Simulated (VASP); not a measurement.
Given:

```xyz
2
Lattice="0.0000 2.8070 2.8070 2.8070 0.0000 2.8070 2.8070 2.8070 0.0000" Properties=species:S:1:pos:R:3 pbc="T T T"
Ba     0.0000     0.0000     0.0000
O      2.8070     2.8070     2.8070
```

These are PBE GGA, VASP's PBE PAW potentials (set 64) (plane waves; VASP) values and carry that method's errors. Run with 520 eV cut-off, Gaussian smearing of 0.050 eV, potentials Ba_sv O.

Unless said otherwise, spin-orbit coupling is left out, though it shifts the bands of the heavy elements here.

Question: Give the energies of bands 6 to 11 at the high-symmetry points, in eV from the valence-band maximum.

Answer: 
| band | Γ | X | U | L | W |
|---|---|---|---|---|---|
| 6 | -0.24 | -0.10 | -0.83 | -1.84 | -1.17 |
| 7 | -0.24 | -0.10 | -0.63 | -1.30 | -0.17 |
| 8 | -0.24 | 0.00 | -0.13 | -1.30 | -0.17 |
| 9 | 3.38 | 2.10 | 3.48 | 4.88 | 4.61 |
| 10 | 4.70 | 5.82 | 6.46 | 7.04 | 4.61 |
| 11 | 4.70 | 8.71 | 6.80 | 7.04 | 6.67 |

The gap is direct, 2.10 eV, from the valence maximum at X to the conduction minimum at X.

Measured: gap 4.40 eV (computed value off by -2.30 eV), as given by Abedi et al., (2022), arXiv:2211.14644.

The compound is BaO in the rock salt structure. It was relaxed first.
